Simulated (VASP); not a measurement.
# CsRh4: single point with PBE

Crystal: CsRh4.

```
Cs Rh
1.0
    -2.92672    2.92672    2.92672
     2.92672   -2.92672    2.92672
     2.92672    2.92672   -2.92672
Cs Rh
1 4
Cartesian
  0.0000 0.0000 0.0000
  1.4634 1.4634 1.4634
  -1.4634 1.4634 1.4634
  1.4634 1.4634 -1.4634
  1.4634 -1.4634 1.4634
```

The cell was built by a generator and needn't be a form met in nature.

The cell isn't the ideal one: species swapped into the Hg4Pt type (Im-3m, No. 229).

* Program: VASP 6.6.1
* Task: single point
* Functional: PBE
* Potentials or basis: VASP PAW PBE potentials, release 64 (Cs_sv, Rh_pv)
* Cutoff: 520 eV
* k mesh: 10 × 10 × 10
* Occupations: gaussian, width 0.1 eV
* Spin: no spin polarisation

```yaml
Pressure: 4.1 GPa
Band_gap_on_the_k_mesh: none (metal or under the smearing width)
```

Levels at points of the mesh, in eV from the Fermi level:
| k point | band 30 | band 31 | band 32 | band 33 | band 34 | band 35 | band 36 | band 37 | band 38 | band 39 |
| --- | --- | --- | --- | --- | --- | --- | --- | --- | --- | --- |
| (0.00, 0.00, 0.00) | -0.80 | -0.54 | -0.03 | -0.03 | -0.03 | 0.82 | 0.82 | 0.82 | 4.08 | 4.08 |
| (0.50, 0.00, 0.00) | -1.27 | -1.07 | -0.68 | -0.51 | -0.35 | -0.27 | -0.10 | 0.62 | 3.15 | 3.18 |
| (0.50, 0.50, 0.50) | -0.49 | -0.49 | 0.18 | 0.18 | 0.93 | 0.93 | 1.14 | 1.14 | 1.14 | 4.13 |

Run time: 3.4 min on 1 thread of Intel(R) Xeon(R) Platinum 8488C (Sapphire Rapids), with other jobs on the host, peak memory 0.33 GiB.

Spin-orbit coupling is left out, which matters for the levels of Cs.
